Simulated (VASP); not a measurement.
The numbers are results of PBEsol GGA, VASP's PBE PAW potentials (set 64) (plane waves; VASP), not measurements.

The input files of a VASP run:

File KPOINTS:
```
K-points
0
Gamma
 6 6 4
0 0 0
```

**INCAR**
```
! general
SYSTEM  = SiO2
PREC    = Accurate
ENCUT   = 620
LREAL   = .FALSE.
LASPH   = .TRUE.

! electronic loop
EDIFF   = 1E-6
NELM    = 100
ALGO    = Normal

! smearing
ISMEAR  = 0
SIGMA   = 0.05

! functional
GGA     = PS

! ions
IBRION  = 2
NSW     = 40
ISIF    = 3
EDIFFG  = -0.02
PSTRESS = 100

! output
LWAVE   = .FALSE.
LCHARG  = .FALSE.
```

**POSCAR**
```
SiO2
1
    2.3697612379    -4.1045471156     0.0000000000
    2.3697612379     4.1045471156     0.0000000000
    0.0000000000     0.0000000000     5.3037399961
Si O
3 6
Direct
  0.0000000000   0.4533349184   0.3333330000
  0.5466650817   0.5466650817   0.0000000000
  0.4533349184   0.0000000000   0.6666670000
  0.2935748460   0.4020730339   0.2345202910
  0.5979269662   0.8915018122   0.9011872910
  0.7064251539   0.1084981878   0.4321457090
  0.8915018122   0.5979269662   0.0988127090
  0.4020730339   0.2935748460   0.7654797090
  0.1084981878   0.7064251539   0.5678542910
```

POTCAR, in this order: Si O (PBE.64 set). Program: vasp_std.

Energy and stress use the plane-wave basis of the starting cell.

Predict the energy per atom (σ→0), volume per atom, band gap (on the k-mesh).

```json
{
 "energy per atom (σ→0)": "-8.166 eV/atom",
 "band gap (on the k-mesh)": "6.25 eV",
 "volume_per_atom": "10.62 Å³/atom"
}
```

### OSZICAR
```
...
       N       E                     dE             d eps       ncg     rms          rms(c)
DAV:   1    -0.734975077885E+02   -0.59933E-03   -0.37504E-01  1392   0.437E+00    0.334E-01
DAV:   2    -0.734979704083E+02   -0.46262E-03   -0.12169E-02  1627   0.735E-01    0.115E-01
DAV:   3    -0.734976267567E+02    0.34365E-03   -0.29017E-04  1632   0.152E-01    0.570E-02
DAV:   4    -0.734975483608E+02    0.78396E-04   -0.33907E-04  1627   0.136E-01    0.890E-03
DAV:   5    -0.734975515493E+02   -0.31885E-05   -0.53168E-05  1602   0.503E-02    0.124E-02
DAV:   6    -0.734975513421E+02    0.20715E-06   -0.77430E-07  1031   0.670E-03
  13 F= -.67531283E+02 E0= -.67531283E+02  d E =-.203993E-02
```

The compound is SiO2 in the quartz structure. This run relaxes it under an external pressure of 10 GPa. Symmetry was kept, so distortions that lower it aren't found.
